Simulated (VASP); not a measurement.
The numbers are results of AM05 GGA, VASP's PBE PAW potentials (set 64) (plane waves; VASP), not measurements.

A VASP calculation is set up with these files.

File KPOINTS:
```
k-points along high-symmetry lines
15
Line-mode
Reciprocal
  0.000000   0.000000   0.000000 ! GAMMA
  0.000000   0.500000   0.000000 ! X

  0.000000   0.500000   0.000000 ! X
  0.500000   0.500000   0.000000 ! M

  0.500000   0.500000   0.000000 ! M
  0.000000   0.000000   0.000000 ! GAMMA

  0.000000   0.000000   0.000000 ! GAMMA
  0.500000   0.500000   0.500000 ! R

  0.500000   0.500000   0.500000 ! R
  0.000000   0.500000   0.000000 ! X

  0.500000   0.500000   0.500000 ! R
  0.500000   0.500000   0.000000 ! M
```

### INCAR
```
ALGO=Normal
EDIFF=1E-7
ENCUT=520
GGA=AM
ICHARG=11
ISMEAR=0
LASPH=T
LCHARG=F
LMAXMIX=4
LORBIT=11
LREAL=F
LWAVE=F
NELM=100
PREC=Accurate
SIGMA=0.05
SYSTEM=BaZrO3
```

POSCAR:
```
BaZrO3
8.3937370
  0.4999999947   0.0000000000   0.0000000000
  0.0000000000   0.4999999947   0.0000000000
  0.0000000000   0.0000000000   0.4999999947
Ba Zr O
1 1 3
Direct
  0.0000000000   0.0000000000   0.0000000000
  0.5000000000   0.5000000000   0.5000000000
  0.5000000000   0.0000000000   0.5000000000
  0.0000000000   0.5000000000   0.5000000000
  0.5000000000   0.5000000000   0.0000000000
```

POTCAR, in this order: Ba_sv Zr_sv O (PBE.64 set). Program: vasp_std. Read from the step before: CHGCAR.

Output

**OSZICAR**
```
       N       E                     dE             d eps       ncg     rms          rms(c)
DAV:   1     0.317821622019E+03    0.31782E+03   -0.22302E+04  4320   0.164E+03
DAV:   2    -0.177956368240E+02   -0.33562E+03   -0.33053E+03  5544   0.386E+02
DAV:   3    -0.407132631536E+02   -0.22918E+02   -0.22720E+02  7336   0.909E+01
DAV:   4    -0.412300229327E+02   -0.51676E+00   -0.51654E+00  5728   0.121E+01
DAV:   5    -0.412445519611E+02   -0.14529E-01   -0.14528E-01  6560   0.145E+00
DAV:   6    -0.412447392539E+02   -0.18729E-03   -0.18729E-03  5808   0.172E-01
DAV:   7    -0.412447419405E+02   -0.26866E-05   -0.26869E-05  6512   0.185E-02
DAV:   8    -0.412447419913E+02   -0.50804E-07   -0.50814E-07  5744   0.244E-03
   1 F= -.41244742E+02 E0= -.41244742E+02  d E =-.809643E-28
```

### OUTCAR
```
 val. band max:        3.6722265467   @ k =   0.5000   0.5000   0.5000

 cond. band min:       6.7869979493   @ k =   0.0000   0.0000   0.0000



 k-point     1 :       0.0000    0.0000    0.0000
  band No.  band energies     occupation
      1     -43.2259      2.00000
      2     -21.6351      2.00000
      3     -21.4516      2.00000
      4     -21.4516      2.00000
      5     -21.4516      2.00000
      6     -12.5539      2.00000
      7     -12.2597      2.00000
      8     -12.2597      2.00000
      9      -6.7505      2.00000
     10      -6.7505      2.00000
     11      -6.7505      2.00000
     12       2.2080      2.00000
     13       2.2080      2.00000
     14       2.2080      2.00000
     15       2.6834      2.00000
     16       2.6834      2.00000
     17       2.6834      2.00000
     18       3.4466      2.00000
     19       3.4466      2.00000
     20       3.4466      2.00000
     21       6.7870      0.00000
     22       6.7870      0.00000
     23       6.7870      0.00000
     24       8.2923      0.00000

 k-point     2 :       0.0000    0.0357    0.0000
  band No.  band energies     occupation
      1     -43.2259      2.00000
      2     -21.6383      2.00000
      3     -21.4516      2.00000
      4     -21.4516      2.00000
      5     -21.4510      2.00000
      6     -12.5519      2.00000
      7     -12.2596      2.00000
      8     -12.2534      2.00000
      9      -6.7497      2.00000
     10      -6.7497      2.00000
     11      -6.7479      2.00000
     12       2.1882      2.00000
     13       2.2036      2.00000
     14       2.2036      2.00000
     15       2.6697      2.00000
     16       2.6697      2.00000
     17       2.6729      2.00000
     18       3.4065      2.00000
     19       3.4413      2.00000
     20       3.4413      2.00000
     21       6.7917      0.00000
     22       6.8187      0.00000
     23       6.8188      0.00000
     24       8.3142      0.00000

...
```

The density is held fixed in this step, so its total energy and stress have no physical meaning. Unless said otherwise, spin-orbit coupling is left out, though it shifts the bands of the heavy elements here.

The compound is BaZrO3 in the cubic perovskite structure. It was relaxed first.
